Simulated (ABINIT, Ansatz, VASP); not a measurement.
# Ta (Im-3m, 1 atom in the cell) computed with different codes at matched settings

Self-consistent single point, at a second geometry (lattice scaled by 0.98). First geometry:

```yaml
crystal:
  lattice:
    - [-1.65000, 1.65000, 1.65000]
    - [1.65000, -1.65000, 1.65000]
    - [1.65000, 1.65000, -1.65000]
  atoms:
    - { symbol: Ta, position: [0.00000, 0.00000, 0.00000] }
```

Shared settings, as Ansatz (a quantum-chemistry and plane-wave program) writes them: kpoints.mp_grid.grid = 14 14 14; scf.occupations.method = fermi_dirac; scf.occupations.width = 0.05 eV. Potentials and cutoffs stand in the table.

```csv
code,model,ΔF from the first geometry (meV/atom),pressure (GPa),cutoff
ABINIT,"PBE, norm-conserving pseudopotentials (PseudoDojo nc-sr-05 PBE standard)",69.1,18.05,58 Ry
VASP,"PBE, VASP's PBE PAW potentials (set 64)",71.4,17.76,300 eV
Ansatz,"PBE, default PAW files",69.4,18.06,420 eV
```

For VASP (by 0.7 GPa) the energy change implies a higher mean pressure, against the two pressures, than for the other programs: a sign of finite-basis (Pulay) stress.

On Ansatz's run: spin-orbit coupling is off. Spin polarisation is off.

The spread over the programs that give each value: ΔF from the first geometry within 2.3 meV/atom; pressure within 0.30 GPa.

Ansatz's pressure is given at a fixed set of plane waves, as the other plane-wave codes print theirs; with its correction for the finite basis it is 18.13 GPa.

VASP's run is marked for a possible Pulay error in its stress at this cutoff; no cutoff test was made.

The starting cell has typed, rounded lattice constants, without a prior relaxation at this level. For this run, on top of that: lattice scaled by 0.98.

Left out of this page: Quantum ESPRESSO, GPAW, Elk, FLEUR and SIESTA (not drawn, or without a comparable value).

Keys are those of Ansatz 0.2.
